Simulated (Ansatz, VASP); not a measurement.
# Cu (generalised stacking fault on (111) of Cu) in two plane-wave programs

One calculation is typed for both programs; each brings its own data sets. How far apart do they land? The cell is taken from a series of runs on this material, whose earlier steps may have relaxed, scaled, displaced or heated it; both programs get it as it stands.

Method: plane waves, with VASP 6.6.1 beside it; single point at r2SCAN, in Ansatz 0.2.0.

## 1. The starting structure

The cell holds 12 atoms: 12 Cu. Cell: a = 2.570 Å, b = 2.570 Å, c = 25.191 Å, α = 91.2°, β = 88.8°, γ = 120.0°. It derives from Cu. 48 atoms of Cu, stacked on (1 1 1); one fault a cell: the periodic image above is shifted rigidly by 0.594 A along the in-plane vector of length 4.452 A (<112> type); atoms relaxed along the normal alone with the MACE-MP-0b2 potential. Lattice constants are starting values near those of PBE. Folded to one surface cell (a quarter of the atoms). The structure's axis is c.

As a file:

```cif
data_structure
_symmetry_space_group_name_H-M 'P 1'
_symmetry_Int_Tables_number 1
_cell_length_a 2.5703
_cell_length_b 2.5703
_cell_length_c 25.1910
_cell_angle_alpha 91.169
_cell_angle_beta 88.831
_cell_angle_gamma 120.000
_cell_volume 144.09
loop_
_atom_site_label
_atom_site_type_symbol
_atom_site_fract_x
_atom_site_fract_y
_atom_site_fract_z
_atom_site_occupancy
Cu1 Cu 0.97341 0.02659 0.19944 1
Cu2 Cu 0.29569 0.70431 0.28228 1
Cu3 Cu 0.61794 0.38206 0.36547 1
Cu4 Cu 0.94017 0.05983 0.44873 1
Cu5 Cu 0.26240 0.73760 0.53199 1
Cu6 Cu 0.58464 0.41536 0.61525 1
Cu7 Cu 0.90687 0.09313 0.69850 1
Cu8 Cu 0.22910 0.77090 0.78176 1
Cu9 Cu 0.55133 0.44867 0.86501 1
Cu10 Cu 0.87356 0.12644 0.94827 1
Cu11 Cu 0.19581 0.80419 0.03147 1
Cu12 Cu 0.51809 0.48191 0.11431 1
```

## 2. VASP: single point, r2SCAN

A single point gives forces, pressure and levels at one fixed geometry, so differences don't come from the geometry; what else differs is listed under the comparison.

Lines of VASP's logs that name or quote its potential files are left out, and so is its time.

The input, INCAR:

```
SYSTEM = Cu
PREC = Accurate
ENCUT = 580
EDIFF = 1E-06
NELM = 120
ISMEAR = -1
SIGMA = 0.1
LREAL = .FALSE.
ALGO = Normal
METAGGA = R2SCAN
LASPH = .TRUE.
NBANDS = 81
LORBIT = 11
LWAVE = .FALSE.
LCHARG = .FALSE.
ISIF = 2
GGA_COMPAT = .FALSE.
LMIXTAU = .TRUE.
KPAR = 2
```

The input, POSCAR:

```
Cu
1.0
    2.5703400000      0.0000000000      0.0000000000
   -1.2851600000      2.2259800000      0.0000000000
    0.5140700000     -0.2968000000     25.1840200000
Cu
12
Direct
    0.9734100000      0.0265900000      0.1994400000
    0.2956900000      0.7043100000      0.2822800000
    0.6179400000      0.3820600000      0.3654750000
    0.9401700000      0.0598300000      0.4487350000
    0.2624000000      0.7376000000      0.5319900000
    0.5846350000      0.4153650000      0.6152500000
    0.9068650000      0.0931350000      0.6985000000
    0.2291000000      0.7709000000      0.7817600000
    0.5513300000      0.4486700000      0.8650150000
    0.8735600000      0.1264400000      0.9482750000
    0.1958100000      0.8041900000      0.0314700000
    0.5180900000      0.4819100000      0.1143100000
```

The input, KPOINTS:

```
Automatic mesh
0
Gamma
12 12 1
0 0 0
```

The projector-augmented-wave data sets are Cu (PBE family, release 64).

On the command line:

```bash
$ mpirun -np 2 vasp_std
```

Numbers of over 12 decimals in the logs are rounded to 6 here.

Log:

```text
[banner, memory and clock lines left out]
running    2 mpi-ranks, on    1 nodes
 distrk:  each k-point on    1 cores,    2 groups
 distr:  one band on    1 cores,    1 groups

 POSCAR found type information on POSCAR Cu
 POSCAR found :  1 types and      12 ions
|                                                                             |
|               ----> ADVICE to this user running VASP <----                  |
|                                                                             |
|     You enforced a specific xc type in the INCAR file but a different       |
|     [... a line on the potential file left out ...]
|     I HOPE YOU KNOW WHAT YOU ARE DOING!                                     |
|                                                                             |

 LDA part: xc-table for (None), standard interpolation
 POSCAR, INCAR and KPOINTS ok, starting setup
 FFT: planning ... GRIDC
 FFT: planning ... GRID_SOFT
 FFT: planning ... GRID
 WAVECAR not read
 entering main loop
       N       E                     dE             d eps       ncg     rms          rms(c)
DAV:   1     0.132083907254E+04    0.13208E+04   -0.59966E+04  6966   0.327E+03
DAV:   2     0.961836291068E+02   -0.12247E+04   -0.11836E+04  6966   0.612E+02
DAV:   3    -0.145458518938E+03   -0.24164E+03   -0.22455E+03  6998   0.295E+02
DAV:   4    -0.160313053075E+03   -0.14855E+02   -0.14487E+02  7610   0.101E+02
DAV:   5    -0.160584909942E+03   -0.27186E+00   -0.27143E+00  7939   0.156E+01    0.270E+01
DAV:   6    -0.147369043017E+03    0.13216E+02   -0.12973E+02  7747   0.146E+02    0.144E+01
DAV:   7    -0.142459147208E+03    0.49099E+01   -0.21326E+01  8052   0.709E+01    0.332E+00
DAV:   8    -0.142127203381E+03    0.33194E+00   -0.60383E+00  8612   0.535E+01    0.202E+00
DAV:   9    -0.138052689091E+03    0.40745E+01   -0.18587E+00 12652   0.247E+01    0.163E+00
DAV:  10    -0.137299717278E+03    0.75297E+00   -0.46142E-01  9668   0.108E+01    0.144E+00
DAV:  11    -0.136911006068E+03    0.38871E+00   -0.11791E-01  7755   0.429E+00    0.106E+00
DAV:  12    -0.135882724030E+03    0.10283E+01   -0.81904E-02  7921   0.449E+00    0.204E-01
DAV:  13    -0.134983517561E+03    0.89921E+00   -0.34203E-02  8049   0.214E+00    0.135E-01
DAV:  14    -0.134027298844E+03    0.95622E+00   -0.15355E-02  8748   0.144E+00    0.177E-01
[...]
DAV:  35    -0.129768861210E+03    0.18963E-03   -0.66947E-06  7564   0.244E-02    0.184E-01
DAV:  36    -0.129768844164E+03    0.17047E-04   -0.41346E-05  7290   0.451E-02    0.176E-01
DAV:  37    -0.129771929241E+03   -0.30851E-02   -0.23210E-03  9759   0.413E-01    0.994E-02
DAV:  38    -0.129776434284E+03   -0.45050E-02   -0.22690E-03 10113   0.328E-01    0.859E-02
DAV:  39    -0.129777535062E+03   -0.11008E-02   -0.56201E-04  7453   0.163E-01    0.556E-02
DAV:  40    -0.129777605787E+03   -0.70725E-04   -0.11697E-04  9514   0.100E-01    0.279E-02
DAV:  41    -0.129777639006E+03   -0.33219E-04   -0.10030E-04  9105   0.877E-02    0.931E-03
DAV:  42    -0.129777638016E+03    0.99069E-06   -0.79179E-06  8730   0.313E-02
   1 F= -.12977764E+03 E0= -.12970756E+03  d E =-.140160E+00
```

OUTCAR, selected parts (step 2):

```text
ion  position               nearest neighbor table
   1  0.973  0.027  0.199-  12 2.50  12 2.50   2 2.56   2 2.56   2 2.56
   2  0.296  0.704  0.282-   1 2.56   1 2.56   1 2.56   3 2.57   3 2.57   3 2.57
   3  0.618  0.382  0.365-   2 2.57   2 2.57   2 2.57   4 2.57   4 2.57   4 2.57
   4  0.940  0.060  0.449-   5 2.57   5 2.57   5 2.57   3 2.57   3 2.57   3 2.57
   5  0.262  0.738  0.532-   4 2.57   4 2.57   4 2.57   6 2.57   6 2.57   6 2.57
   6  0.585  0.415  0.615-   7 2.57   7 2.57   7 2.57   5 2.57   5 2.57   5 2.57
   7  0.907  0.093  0.699-   6 2.57   6 2.57   6 2.57   8 2.57   8 2.57   8 2.57
   8  0.229  0.771  0.782-   9 2.57   9 2.57   9 2.57   7 2.57   7 2.57   7 2.57
   9  0.551  0.449  0.865-   8 2.57   8 2.57   8 2.57  10 2.57  10 2.57  10 2.57
  10  0.874  0.126  0.948-  11 2.57  11 2.57  11 2.57   9 2.57   9 2.57   9 2.57
  11  0.196  0.804  0.031-  12 2.56  12 2.56  12 2.56  10 2.57  10 2.57  10 2.57
  12  0.518  0.482  0.114-   1 2.50   1 2.50  11 2.56  11 2.56  11 2.56

  LATTYP: Found a base centered monoclinic cell.
 ALAT       =     4.4519509443
 B/A-ratio  =     0.5773525496
 C/A-ratio  =     5.6584214458
 COS(beta)  =    -0.0235638654

 Subroutine GETGRP returns: Found  4 space group operations
 (whereof  2 operations were pure point group operations)

The static configuration has the point symmetry C_1h.
 The point group associated with its full space group is C_2h.

 Found     43 irreducible k-points:

   k-points           NKPTS =     43   k-points in BZ     NKDIM =     43   number of bands    NBANDS=     81

   dimension x,y,z NGX =    20 NGY =   20 NGZ =  200
   dimension x,y,z NGXF=    40 NGYF=   40 NGZF=  400

   ENCUT  =  580.0 eV  42.63 Ry    6.53 a.u.   5.05  5.05 49.47*2*pi/ulx,y,z

   NELECT =     132.0000    total number of electrons

 k-points in reciprocal lattice and weights: Automatic mesh
   0.00000000  0.00000000  0.00000000       0.007
   0.08333333 -0.00000000  0.00000000       0.028
   0.16666667  0.00000000  0.00000000       0.028
   0.25000000  0.00000000 -0.00000000       0.028
   0.33333333  0.00000000 -0.00000000       0.028
   0.41666667  0.00000000 -0.00000000       0.028
   0.50000000  0.00000000 -0.00000000       0.014
   0.08333333  0.08333333  0.00000000       0.014
   0.16666667  0.08333333 -0.00000000       0.028
[...]
-0.41666667  0.41666667  0.00000000       0.014
   0.50000000  0.50000000 -0.00000000       0.007

 average (electrostatic) potential at core
       1 -69.4598       2 -69.4797       3 -69.4761       4 -69.4764       5 -69.4764
       6 -69.4764       7 -69.4762       8 -69.4763       9 -69.4765      10 -69.4759
      11 -69.4796      12 -69.4599

 E-fermi :   7.1275

 k-point     1 :       0.0000    0.0000    0.0000
  band No.  band energies     occupation
    ...
     68       5.4205      2.00000
     69       5.4263      2.00000
     70       5.4563      2.00000
     71       5.5060      2.00000
     72       6.2026      1.99981
     73      11.0809      0.00000
     74      12.7346      0.00000
     75      12.7807      0.00000
     76      16.0527      0.00000
     77      16.1137      0.00000
    ...

 k-point     2 :       0.0833   -0.0000    0.0000
  band No.  band energies     occupation
    ...
     68       5.4643      2.00000
     69       5.5724      2.00000
     70       6.1475      1.99989
     71       6.2432      1.99971
     72       7.0598      1.32619
     73      11.1459      0.00000
     74      12.8608      0.00000
     75      12.9364      0.00000
     76      16.2105      0.00000
     77      16.3085      0.00000
    ...

 k-point     3 :       0.1667    0.0000    0.0000
  band No.  band energies     occupation
    ...
     66       5.4806      2.00000
     67       5.5427      2.00000
     68       5.7951      2.00000
     69       6.1549      1.99988
     70       7.0894      1.18827
     71       7.2890      0.33182
     72       8.4199      0.00000
     73      11.3687      0.00000
     74      13.2858      0.00000
     75      13.4100      0.00000
    ...

  Total       -5.4524862     -5.1146183     -5.2517412      0.2925826      0.0682057     -0.1181317
  in kB      -60.6273060    -56.8704838    -58.3951813      3.2532854      0.7583926     -1.3135309
  external PRESSURE =     -58.6309904 kB  Pullay stress =       0.0000000 kB

  energy-cutoff  :      580.00
  volume of cell :      144.09
      direct lattice vectors                 reciprocal lattice vectors
     2.570340000  0.000000000  0.000000000     0.389053588  0.224618420 -0.005294390
    -1.285160000  2.225980000  0.000000000     0.000000000  0.449240335  0.005294410
     0.514070000 -0.296800000 25.184020000     0.000000000  0.000000000  0.039707719

 POSITION                                       TOTAL-FORCE (eV/Angst)
 -----------------------------------------------------------------------------------
      2.57035     -0.00000      5.02270        -0.064495      0.037236     -0.002005
     -0.00002      1.48400      7.10895         0.004078     -0.002354      0.036320
      1.28519      0.74198      9.20413        -0.001601      0.000924      0.004178
      2.57035     -0.00000     11.30095        -0.002042      0.001179     -0.000433
      0.00000      1.48399     13.39765        -0.002910      0.001680      0.002578
      1.28518      0.74199     15.49447        -0.002027      0.001170     -0.000622
      2.57034      0.00000     17.59104         0.002027     -0.001170      0.000622
      0.00001      1.48398     19.68786         0.002910     -0.001680     -0.002578
      1.28517      0.74199     21.78456         0.002042     -0.001179      0.000433
      2.57033      0.00000     23.88138         0.001601     -0.000924     -0.004178
     -0.51404      1.78077      0.79254        -0.004078      0.002354     -0.036320
      0.77110      1.03879      2.87879         0.064495     -0.037236      0.002005
 -----------------------------------------------------------------------------------
    total drift:                                0.002408     -0.001391      0.001735

  FREE ENERGIE OF THE ION-ELECTRON SYSTEM (eV)
  ---------------------------------------------------
  free  energy   TOTEN  =      -129.7776380158 eV

  energy  without entropy=     -129.6374775626  energy(sigma->0) =     -129.70755779

 total charge
# of ion       s       p       d       tot
------------------------------------------
    1        0.451   0.383   9.193  10.028
    2        0.452   0.390   9.191  10.034
    3        0.452   0.389   9.191  10.032
    4        0.452   0.388   9.191  10.031
    5        0.452   0.388   9.191  10.031
    6        0.452   0.388   9.191  10.031
    7        0.452   0.388   9.191  10.031
    8        0.452   0.388   9.191  10.031
    9        0.452   0.388   9.191  10.031
   10        0.452   0.389   9.191  10.032
   11        0.452   0.390   9.191  10.034
   12        0.451   0.383   9.193  10.028
--------------------------------------------------
tot          5.421   4.654 110.297 120.372

[... 3 further parts left out ...]
```

The run ends at a pressure of -5.86 GPa, with forces up to 0.074 eV/Å.

[end of part 1 of 2]

[Lines on the potential files, build, host, timing and source positions are cut from VASP's logs without a mark.]

[Logs are printed without paths, hosts, clocks, repeated set-up lines and the standing remarks that a program may print on its own settings, such as how far it seeks lower states.]

[Hosts, paths, dates, database ids (printed as entryN), source tags and the programs' standing remarks are cut or masked in the printed files.]
